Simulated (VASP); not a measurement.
# A VASP study of FeNi3 (Awaruite) (AM05): structure first, properties next, part 5 of 6

What structure does FeNi3 (Awaruite) take at this level, and what are its properties? The start is a cell from a database of measured crystal structures.

VASP 6.6.1, plane waves and PAW; the level of theory is named at each step.

Still holding for the runs below: The magnetic order is the lowest of the few collinear ones that converged above; longer or canted patterns were not tried.

So far, largest spin moment in the PAW sphere (μB): step 2 (magnetic order: ferromagnetic) 2.91; step 4 (magnetic order: antiferromagnetic, q = (0, 0, 1/2)) 2.94; step 5 (magnetic order: antiferromagnetic, q = (1/2, 1/2, 1/2)) 2.97; step 6 (magnetic order: antiferromagnetic, q = (1/2, 1/2, 0)) 2.91; step 8 (full relaxation (AM05)) 2.85. The relaxed cell has a = 3.483 Å (conventional setting).

### 11. Bands along the symmetry lines (AM05)

Level of this step: AM05, spin-polarised from a ferromagnetic start; plane waves and PAW (Fe, Ni) (VASP).

Levels along the symmetry lines show where the bands peak and cross; KPOINTS_OPT computes them in the converged potential.

INCAR

```
SYSTEM = FeNi3
PREC = Accurate
ENCUT = 400
EDIFF = 1E-06
NELM = 100
ISMEAR = 1
SIGMA = 0.2
LREAL = .FALSE.
ALGO = Normal
GGA = AM
NBANDS = 38
ISPIN = 2
MAGMOM = 2.843 0.637 0.637 0.637
LASPH = .TRUE.
LMAXMIX = 4
LORBIT = 11
LWAVE = .FALSE.
LCHARG = .FALSE.
KPAR = 8
```

POSCAR

```
FeNi3
1.0
    3.4830086870      0.0000000000      0.0000000000
    0.0000000000      3.4830086870      0.0000000000
    0.0000000000      0.0000000000      3.4830086870
Fe Ni
1 3
Direct
    0.0000000000      0.0000000000      0.0000000000
    0.0000000000      0.5000000000      0.5000000000
    0.5000000000      0.0000000000      0.5000000000
    0.5000000000      0.5000000000      0.0000000000
```

KPOINTS

```
Automatic mesh
0
Gamma
7 7 7
0 0 0
```

KPOINTS_OPT

```
Line mode
16
Line-mode
Reciprocal
  0.00000000   0.00000000   0.00000000 GAMMA
  0.00000000   0.50000000   0.00000000 X

  0.00000000   0.50000000   0.00000000 X
  0.50000000   0.50000000   0.00000000 M

  0.50000000   0.50000000   0.00000000 M
  0.00000000   0.00000000   0.00000000 GAMMA

  0.00000000   0.00000000   0.00000000 GAMMA
  0.50000000   0.50000000   0.50000000 R

  0.50000000   0.50000000   0.50000000 R
  0.00000000   0.50000000   0.00000000 X

  0.50000000   0.50000000   0.00000000 M
  0.50000000   0.50000000   0.50000000 R
```

The projector-augmented-wave data sets are Fe and Ni (PBE family, release 64).

Started as:

```
$ mpirun -np 8 vasp_std
```

The log of the run:

```text
[... set-up lines as in an earlier step ...]
 entering main loop
       N       E                     dE             d eps       ncg     rms          rms(c)
DAV:   1     0.224938082459E+03    0.22494E+03   -0.12808E+04  3296   0.116E+03
DAV:   2    -0.113633837889E+02   -0.23630E+03   -0.21690E+03  3052   0.253E+02
DAV:   3    -0.310326286616E+02   -0.19669E+02   -0.18436E+02  3314   0.864E+01
DAV:   4    -0.313843750006E+02   -0.35175E+00   -0.35100E+00  3398   0.130E+01
DAV:   5    -0.313939306225E+02   -0.95556E-02   -0.95544E-02  4376   0.167E+00    0.227E+01
DAV:   6    -0.277603260141E+02    0.36336E+01   -0.16630E+01  3558   0.662E+01    0.159E+01
DAV:   7    -0.298898635355E+02   -0.21295E+01   -0.11001E+01  3630   0.665E+01    0.239E+01
DAV:   8    -0.266599288604E+02    0.32299E+01   -0.94374E+00  4286   0.348E+01    0.509E+00
DAV:   9    -0.266971191731E+02   -0.37190E-01   -0.26581E-01  4110   0.457E+00    0.314E+00
DAV:  10    -0.266637806452E+02    0.33339E-01   -0.48368E-02  4000   0.522E+00    0.144E+00
DAV:  11    -0.266604584196E+02    0.33222E-02   -0.84397E-03  4896   0.100E+00    0.863E-01
DAV:  12    -0.266626795462E+02   -0.22211E-02   -0.27134E-03  4446   0.119E+00    0.191E-01
DAV:  13    -0.266626497489E+02    0.29797E-04   -0.37397E-04  4306   0.274E-01    0.601E-02
DAV:  14    -0.266626653355E+02   -0.15587E-04   -0.59392E-05  3490   0.559E-02    0.512E-02
DAV:  15    -0.266626664312E+02   -0.10957E-05   -0.95549E-06  3616   0.746E-02    0.160E-02
DAV:  16    -0.266626662899E+02    0.14130E-06   -0.16880E-06  2144   0.185E-02
   1 F= -.26662666E+02 E0= -.26662775E+02  d E =0.326209E-03  mag=     4.7787
 Start KPOINTS_OPT (optional k-point list driver)
k-point batch [1-20\96]
       N       E                     dE             ncg
DAV:   1     0.989329122553E+04   -0.76433E+03     3336
DAV:   2     0.529655680905E+04   -0.45967E+04     3058
DAV:   3     0.493463854244E+04   -0.36192E+03     3256
DAV:   4     0.492751949908E+04   -0.71190E+01     3290
DAV:   5     0.492730591100E+04   -0.21359E+00     4388
DAV:   6     0.492730284299E+04   -0.30680E-02     3592
DAV:   7     0.492730281478E+04   -0.28211E-04     4358
DAV:   8     0.492730281455E+04   -0.23163E-06     2270
[...]
k-point batch [81-96\96]
       N       E                     dE             ncg
DAV:   1     0.117405522034E+05   -0.14086E+05     2616
DAV:   2     0.813483488879E+04   -0.36057E+04     2438
DAV:   3     0.783947844804E+04   -0.29536E+03     2872
DAV:   4     0.783401323493E+04   -0.54652E+01     2750
DAV:   5     0.783383634205E+04   -0.17689E+00     3596
DAV:   6     0.783383269955E+04   -0.36425E-02     2940
DAV:   7     0.783383266954E+04   -0.30011E-04     3568
DAV:   8     0.783383266928E+04   -0.26136E-06     1968
```

Wall time 14 s (8 MPI ranks of AMD EPYC 9R45, shared host); peak memory 1.4 GiB; 100 s of CPU time.

From OUTCAR (step 11):

```text
   k-points           NKPTS =     20   k-points in BZ     NKDIM =     20   number of bands    NBANDS=     38

   NELECT =      38.0000    total number of electrons

 E-fermi :   9.0955

 spin component 1
 k-point     1 :       0.0000    0.0000    0.0000
  band No.  band energies     occupation
    ...
     17       8.4436      1.00002
     18       8.4436      1.00002
     19       8.5111      1.00014
     20       8.5111      1.00014
     21       8.5111      1.00014
     22      11.3182     -0.00000
     23      11.3182     -0.00000
     24      11.3182     -0.00000
     25      18.3854      0.00000
     26      18.3854      0.00000
    ...

 k-point     2 :       0.1429    0.0000    0.0000
  band No.  band energies     occupation
    ...
     17       8.2504      1.00000
     18       8.3370      1.00000
     19       8.3370      1.00000
     20       8.4438      1.00002
     21       8.5113      1.00014
     22      10.1141     -0.00000
     23      12.1345     -0.00000
     24      12.1345     -0.00000
     25      18.4415      0.00000
     26      18.6919      0.00000
    ...

  Total       -0.0204463     -0.0204463     -0.0204463      0.0000000      0.0000000     -0.0000000
  in kB       -0.7752853     -0.7752853     -0.7752853      0.0000000      0.0000000     -0.0000000
  external PRESSURE =      -0.7752853 kB  Pullay stress =       0.0000000 kB

  FREE ENERGIE OF THE ION-ELECTRON SYSTEM (eV)
  ---------------------------------------------------
  free  energy   TOTEN  =       -26.6626662899 eV

  energy  without entropy=      -26.6629924988  energy(sigma->0) =      -26.66277503

[... 10 parts as in an earlier step ...]

[... 13 further parts left out ...]
```

This step gave:

```
bands    : 38
pressure : -0.07753 GPa
```

Spin up. Electronic bands along the path, in eV, zero at the Fermi level; # counts the bands kept:

```csv
point,#18,#19,#20,#21,#22,#23,#24,#25
Γ,-0.65,-0.58,-0.58,-0.58,2.22,2.22,2.22,9.29
0.53 of the way,-1.08,-0.93,-0.70,-0.65,-0.58,4.45,4.45,9.50
X,-1.60,-1.37,-1.08,-0.65,-0.58,7.76,7.76,7.77
0.47 of the way,-1.61,-1.03,-0.94,-0.74,-0.70,4.15,4.17,8.72
M,-1.72,-1.56,-1.55,0.84,0.84,0.91,0.92,11.52
0.47 of the way,-1.16,-1.10,-1.08,-0.92,1.28,1.37,6.05,6.76
Γ,-0.65,-0.58,-0.58,-0.58,2.22,2.22,2.22,9.29
0.53 of the way,-1.42,-0.78,-0.78,-0.73,2.03,2.03,2.16,8.11
R,-0.78,-0.78,-0.78,-0.67,-0.67,-0.67,-0.55,5.80
0.53 of the way,-0.95,-0.93,-0.86,-0.86,-0.82,3.54,3.58,6.25
X,-1.60,-1.37,-1.08,-0.65,-0.58,7.76,7.76,7.77
jump to M,-1.72,-1.56,-1.55,0.84,0.84,0.91,0.92,11.52
0.47 of the way,-1.13,-1.13,-1.09,0.59,0.59,0.62,0.67,7.84
R,-0.78,-0.78,-0.78,-0.67,-0.67,-0.67,-0.55,5.80
```

Of the projections kept (Fe, Ni), the largest for each band there; the rest of the weight can lie on other orbitals:

```csv
point,#18,#19,#20,#21,#22,#23,#24,#25
Γ,Ni 0.58,Ni 1.00,Ni 1.00,Ni 1.00,Ni 0.75,Ni 0.75,Ni 0.75,Ni 0.76
X,Ni 1.00,Ni 0.61,Ni 1.00,Ni 0.58,Ni 1.00,Ni 0.67,Ni 0.67,Ni 0.82
M,Ni 0.64,Ni 1.00,Ni 1.00,Ni 0.93,Ni 0.93,Ni 0.62,Ni 0.58,Ni 1.00
Γ,Ni 0.58,Ni 1.00,Ni 1.00,Ni 1.00,Ni 0.75,Ni 0.75,Ni 0.75,Ni 0.76
R,Ni 1.00,Ni 1.00,Ni 1.00,Ni 0.66,Ni 0.66,Ni 0.66,Ni 1.00,Ni 0.81
X,Ni 1.00,Ni 0.61,Ni 1.00,Ni 0.58,Ni 1.00,Ni 0.67,Ni 0.67,Ni 0.82
```

Spin down. Electronic bands along the path, in eV, zero at the Fermi level; # counts the bands kept:

```csv
point,#14,#15,#16,#17,#18,#19,#20,#21
Γ,0.28,0.28,0.28,1.00,1.00,1.37,1.37,1.37
0.53 of the way,-0.52,-0.36,-0.34,0.28,0.43,0.43,0.76,0.85
X,-1.03,-0.90,-0.38,-0.15,-0.15,0.28,0.43,0.58
0.47 of the way,-0.94,-0.86,-0.76,-0.41,0.22,0.42,0.58,0.77
M,-1.26,-1.26,-0.84,-0.75,0.17,0.17,0.28,1.50
0.47 of the way,-0.98,-0.60,-0.39,-0.15,0.41,0.54,0.56,0.80
Γ,0.28,0.28,0.28,1.00,1.00,1.37,1.37,1.37
0.53 of the way,-1.17,-0.92,-0.92,0.11,0.22,0.22,0.87,0.87
R,-0.52,-0.52,-0.52,0.05,0.05,0.05,0.86,0.86
0.53 of the way,-1.30,-1.22,-0.76,-0.05,0.43,0.53,0.59,0.60
X,-1.03,-0.90,-0.38,-0.15,-0.15,0.28,0.43,0.58
jump to M,-1.26,-1.26,-0.84,-0.75,0.17,0.17,0.28,1.50
0.47 of the way,-1.47,-1.47,-1.22,-0.28,0.46,0.46,0.73,1.24
R,-0.52,-0.52,-0.52,0.05,0.05,0.05,0.86,0.86
```

Of the projections kept (Fe, Ni), the largest for each band there; the rest of the weight can lie on other orbitals:

```csv
point,#14,#15,#16,#17,#18,#19,#20,#21
Γ,Ni 1.00,Ni 1.00,Ni 1.00,Fe 0.59,Fe 0.59,Fe 0.68,Fe 0.68,Fe 0.68
X,Ni 0.99,Ni 1.00,Ni 1.00,Fe 0.66,Fe 0.66,Ni 1.00,Fe 0.92,Fe 0.58
M,Ni 1.00,Ni 1.00,Ni 1.00,Ni 1.00,Fe 0.68,Fe 0.68,Fe 0.99,Ni 0.95
Γ,Ni 1.00,Ni 1.00,Ni 1.00,Fe 0.59,Fe 0.59,Fe 0.68,Fe 0.68,Fe 0.68
R,Ni 0.67,Ni 0.67,Ni 0.67,Ni 1.00,Ni 1.00,Ni 1.00,Ni 0.52,Ni 0.52
X,Ni 0.99,Ni 1.00,Ni 1.00,Fe 0.66,Fe 0.66,Ni 1.00,Fe 0.92,Fe 0.58
```

There is no gap at this level.

Spin up: of the bands kept, 4 cross the Fermi level on this path. Spin down: of the bands kept, 6 cross the Fermi level on this path.

### 12. Total and projected DOS (AM05)

A density of states needs more k-points than a total energy; ISMEAR = -5 takes tetrahedra, and LORBIT projects the states on the PAW spheres. The mesh is finer than in the run before.

Edit INCAR of step 11 so:

```diff
@@ -5,3 +5,3 @@
 NELM = 100
-ISMEAR = 1
+ISMEAR = -5
 SIGMA = 0.2
@@ -19 +19,2 @@
 KPAR = 8
+NEDOS = 2001
```

POSCAR is that of step 11.

KPOINTS

```
Automatic mesh
0
Gamma
10 10 10
0 0 0
```

Started as:

```
$ mpirun -np 8 vasp_std
```

The log of the run:

```text
[... set-up lines as in an earlier step ...]
 entering main loop
       N       E                     dE             d eps       ncg     rms          rms(c)
DAV:   1     0.223817802991E+03    0.22382E+03   -0.13054E+04  9304   0.117E+03
DAV:   2    -0.119289301203E+02   -0.23575E+03   -0.21642E+03  8524   0.252E+02
DAV:   3    -0.310650563230E+02   -0.19136E+02   -0.18073E+02  9440   0.859E+01
DAV:   4    -0.314010627851E+02   -0.33601E+00   -0.33545E+00  9504   0.127E+01
DAV:   5    -0.314101746223E+02   -0.91118E-02   -0.91128E-02 12090   0.164E+00    0.226E+01
DAV:   6    -0.278064805609E+02    0.36037E+01   -0.16695E+01  9876   0.663E+01    0.165E+01
DAV:   7    -0.302298598966E+02   -0.24234E+01   -0.12772E+01 10208   0.696E+01    0.248E+01
DAV:   8    -0.266642497649E+02    0.35656E+01   -0.10748E+01 11960   0.355E+01    0.522E+00
DAV:   9    -0.267083237536E+02   -0.44074E-01   -0.29330E-01 11732   0.463E+00    0.318E+00
DAV:  10    -0.266787751449E+02    0.29549E-01   -0.47200E-02 11050   0.517E+00    0.150E+00
DAV:  11    -0.266734408125E+02    0.53343E-02   -0.95842E-03 13160   0.130E+00    0.857E-01
DAV:  12    -0.266759095381E+02   -0.24687E-02   -0.31832E-03 12930   0.118E+00    0.192E-01
DAV:  13    -0.266756996440E+02    0.20989E-03   -0.34673E-04 11778   0.272E-01    0.513E-02
DAV:  14    -0.266756174006E+02    0.82243E-04   -0.71025E-05 10764   0.655E-02    0.577E-02
DAV:  15    -0.266756365238E+02   -0.19123E-04   -0.14030E-05  9756   0.872E-02    0.145E-02
DAV:  16    -0.266756552090E+02   -0.18685E-04   -0.20566E-06  6576   0.177E-02    0.566E-03
DAV:  17    -0.266756521815E+02    0.30275E-05   -0.10741E-06  5362   0.113E-02    0.367E-03
DAV:  18    -0.266756539691E+02   -0.17876E-05   -0.15464E-07  4754   0.670E-03    0.123E-03
DAV:  19    -0.266756538582E+02    0.11083E-06   -0.44818E-08  4706   0.189E-03
   1 F= -.26675654E+02 E0= -.26675654E+02  d E =0.000000E+00  mag=     4.6084
 -----------------------------------------------------------------------------
|                                                                             |
|           W    W    AA    RRRRR   N    N  II  N    N   GGGG   !!!           |
|           W    W   A  A   R    R  NN   N  II  NN   N  G    G  !!!           |
|           W    W  A    A  R    R  N N  N  II  N N  N  G       !!!           |
|           W WW W  AAAAAA  RRRRR   N  N N  II  N  N N  G  GGG   !            |
|           WW  WW  A    A  R   R   N   NN  II  N   NN  G    G                |
|           W    W  A    A  R    R  N    N  II  N    N   GGGG   !!!           |
|                                                                             |
|     Tetrahedron method does not include variations of the Fermi             |
|     occupations, so forces and stress will be inaccurate. We suggest        |
|     using a different smearing scheme ISMEAR = 1 or 2 for metals in         |
|     relaxations.                                                            |
|                                                                             |
 -----------------------------------------------------------------------------
```

Run time: 14 s. Hardware: 8 MPI ranks; peak memory 1.6 GiB; 96 s of CPU time.

Parts of OUTCAR (step 12):

```text
   k-points           NKPTS =     56   k-points in BZ     NKDIM =     56   number of bands    NBANDS=     38

   NELECT =      38.0000    total number of electrons

 E-fermi :   9.0758

 spin component 1
 k-point     1 :       0.0000    0.0000    0.0000
  band No.  band energies     occupation
    ...
     17       8.4643      1.00000
     18       8.4643      1.00000
     19       8.5451      1.00000
     20       8.5451      1.00000
     21       8.5451      1.00000
     22      11.3217      0.00000
     23      11.3217      0.00000
     24      11.3217      0.00000
     25      18.3981      0.00000
     26      18.3981      0.00000
    ...

 k-point     2 :       0.1000    0.0000    0.0000
  band No.  band energies     occupation
    ...
     17       8.2995      1.00000
     18       8.4406      1.00000
     19       8.4406      1.00000
     20       8.4644      1.00000
     21       8.5452      1.00000
     22      10.6677      0.00000
     23      11.7592      0.00000
     24      11.7592      0.00000
     25      18.4251      0.00000
     26      18.6555      0.00000
    ...

  Total       -0.1583889     -0.1583889     -0.1583889      0.0000000      0.0000000     -0.0000000
  in kB       -6.0058092     -6.0058092     -6.0058092      0.0000000      0.0000000     -0.0000000
  external PRESSURE =      -6.0058092 kB  Pullay stress =       0.0000000 kB

  FREE ENERGIE OF THE ION-ELECTRON SYSTEM (eV)
  ---------------------------------------------------
  free  energy   TOTEN  =       -26.6756538582 eV

  energy  without entropy=      -26.6756538582  energy(sigma->0) =      -26.67565386

 magnetization (x)
# of ion       s       p       d       tot
------------------------------------------
    1        0.006  -0.001   2.808   2.813
    2       -0.016  -0.041   0.647   0.591
    3       -0.016  -0.041   0.647   0.591
    4       -0.016  -0.041   0.647   0.591
--------------------------------------------------
tot         -0.041  -0.123   4.749   4.586

[... 7 parts as in an earlier step ...]

[... 15 further parts left out ...]
```

With tetrahedra the forces and stress of a metal are not exact derivatives of the energy.

This step gave:

```yaml
scf_cycles: 19
irreducible_k_points: 56
free_energy_toten: -26.68 eV
fermi_energy: 9.076 eV
pressure: -0.6006 GPa
moment_of_the_cell_from_the_last_line_of_the_log: 4.608 μB
dos_at_the_fermi_level: 3.365 states/eV/cell
```

Spin moment in the PAW sphere by atom:

```csv
atom,spin moment in the PAW sphere (μB)
Fe1,2.81
Ni2,0.59
Ni3,0.59
Ni4,0.59
```

The density of states has structure finer than the step of the table below, so its rows give means over 1 eV, whole bins alone (the curve runs from -11.4 to 7.89 eV). Peaks (eV: height): total down -1.6: 6.82, -0.9: 5.09, 0.4: 6.80, 0.8: 5.57; total up -2.6: 7.73, -1.9: 4.86, -1.5: 5.82, -0.8: 8.52; Ni d up -4.1: 2.24, -2.6: 5.44, -1.5: 4.83, -0.8: 6.96; Ni d down -2.1: 3.58, -1.6: 5.34, -0.9: 4.34, 0.4: 2.82; Fe d up -4.1: 1.68, -2.6: 1.60, -2.0: 1.05, -0.9: 1.50.

States under -11.4 eV and over 7.9 eV are left out. Table of density of states by energy, zero at the Fermi level; means over each step; 7 of 13 lines; values in states/eV/cell:

```csv
energy (eV),total down,total up,Ni d up,Ni d down,Fe d up,Fe d down,Ni p up
-10,0,2.4e-5,0,0,0,0,0
-9,0.0616,0.0761,2.9e-5,0,8.0e-5,0,0.00256
-8,0.161,0.175,0.00272,0.00182,0.00147,5.7e-4,0.0131
-7,0.252,0.283,0.0145,0.0103,0.00997,0.00271,0.0322
-6,0.369,0.576,0.0958,0.0386,0.0720,0.0119,0.0597
-5,0.858,2.23,0.877,0.264,0.657,0.0694,0.122
-4,2.22,3.28,1.63,1.32,1.11,0.246,0.166
-3,3.07,4.85,3.24,2.26,1.02,0.316,0.197
-2,4.52,4.37,3.22,3.42,0.794,0.504,0.114
-1,4.21,5.13,4.18,3.40,0.776,0.434,0.0470
0,3.10,0.732,0.450,1.87,0.0851,1.07,0.0731
1,2.89,0.522,0.225,1.23,0.0573,1.42,0.100
2,0.499,0.526,0.165,0.164,0.0675,0.162,0.137
3,0.648,0.481,0.130,0.176,0.0492,0.192,0.149
4,0.519,0.391,0.0985,0.135,0.0359,0.110,0.132
5,0.380,0.299,0.0714,0.0950,0.0258,0.0621,0.106
6,0.252,0.293,0.0756,0.0608,0.0335,0.0339,0.0604
7,0.403,0.575,0.146,0.103,0.0605,0.0662,0.116
```

The finer mesh and the other smearing move the Fermi level by -0.02 eV from the 7×7×7 run, a small shift, which tests the Fermi level alone. Of the states within 0.3 eV of the Fermi level, the largest shares in the PAW spheres are Ni d 67 % and Fe d 23 %. The rest lies in smaller channels or between the spheres.

(Continued in part 6 of 6.)

[Lines on the potential files, build, host, timing and source positions are cut from VASP's logs without a mark.]

[Logs are printed without paths, hosts, clocks, repeated set-up lines and the standing remarks that a program may print on its own settings, such as how far it seeks lower states.]

[Hosts, paths, dates, database ids (printed as entryN), source tags and the programs' standing remarks are cut or masked in the printed files.]

[A measured line is paired with the nearest computed mode of its activity, which favours agreement.]
